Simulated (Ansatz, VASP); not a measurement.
This is a calculation of MoN2 for VASP 6.6.1. Measurements of this composition are mostly on another form, of space group No. 160.

Contents of INCAR:

```
PREC     = Accurate       # precision mode
ENCUT    = 520            # plane-wave cutoff, eV
EDIFF    = 1E-7           # SCF threshold, eV
ISMEAR   = -1             # smearing method
SIGMA    = 0.05           # smearing width, eV
LREAL    = F              # projectors in reciprocal space
LASPH    = T              # aspherical terms in the spheres
NELM     = 60             # most SCF steps
ALGO     = Normal         # electronic algorithm
ISIF     = 2              # what is computed and relaxed
LWAVE    = F              # write WAVECAR
LCHARG   = F              # write CHGCAR
GGA      = PS             # functional
NBANDS   = 33             # bands
KPAR     = 2
```

Contents of KPOINTS:

```
Automatic mesh
0
Gamma
  6 6 10
```

File POSCAR:

```
MoN2
1.0
    4.3480530000      0.0000000000      0.0000000000
    0.0000000000      4.3480530000      0.0000000000
    0.0000000000      0.0000000000      2.7674600000
Mo N
2 4
Direct
    0.0000000000      0.0000000000      0.0000000000
    0.5000000000      0.5000000000      0.0000000000
    0.6116470000      0.8883530000      0.5000000000
    0.3883530000      0.1116470000      0.5000000000
    0.1116470000      0.6116470000      0.5000000000
    0.8883530000      0.3883530000      0.5000000000
```

Potentials or basis: VASP PAW PBE potentials, release 64 (Mo_sv, N).

The run is started by

```sh
$ cat potpaw_PBE.64/Mo_sv/POTCAR potpaw_PBE.64/N/POTCAR > POTCAR
$ mpirun -np 2 vasp_std > vasp.out
```

Problem. Translate it to Ansatz 0.2.0. Potentials or basis there: Ansatz PAW, cutoff 420 eV.

Solution. As run (cutoffs and basis follow the program's own potentials, and thresholds, step limits or extra output files can differ):

File input.yaml:

```yaml
crystal:
  lattice:
    - [4.348053, 0.0, 0.0]
    - [0.0, 4.348053, 0.0]
    - [0.0, 0.0, 2.76746]
  atoms:
    - { symbol: Mo, position: [0.0, 0.0, 0.0] }
    - { symbol: Mo, position: [0.5, 0.5, 0.0] }
    - { symbol: "N", position: [0.611647, 0.888353, 0.5] }
    - { symbol: "N", position: [0.388353, 0.111647, 0.5] }
    - { symbol: "N", position: [0.111647, 0.611647, 0.5] }
    - { symbol: "N", position: [0.888353, 0.388353, 0.5] }
hamiltonian:
  xc: pbesol
  pseudopotentials: { kind: paw }
kpoints:
  mp_grid: { grid: [6, 6, 10] }
scf:
  occupations: { method: fermi_dirac, width: 0.05 }
output:
  forces: true
  stress: true
  eigenvalues: true
```

Potentials or basis: Ansatz PAW.

Run with:

```bash
$ ansatz run input.yaml --threads 1 --pin off --max-ram 3584MiB --backend cpu --events-out ev --progress --plain --runs-dir out
```

Both were run:

|  | VASP | Ansatz |
| --- | --- | --- |
| Pressure | -13.5 GPa | -14.1 GPa |

Ansatz's pressure holds a Pulay term of +0.68 GPa for its cutoff of 420 eV, which the other run lacks.

VASP's potentials were made for PBE. Ansatz's potentials were made for PBE.

Where Ansatz's input types no cutoff or centring, it takes its own default and a Γ-centred mesh.

The cell lies far from this level's equilibrium.

Pressure is positive in compression.
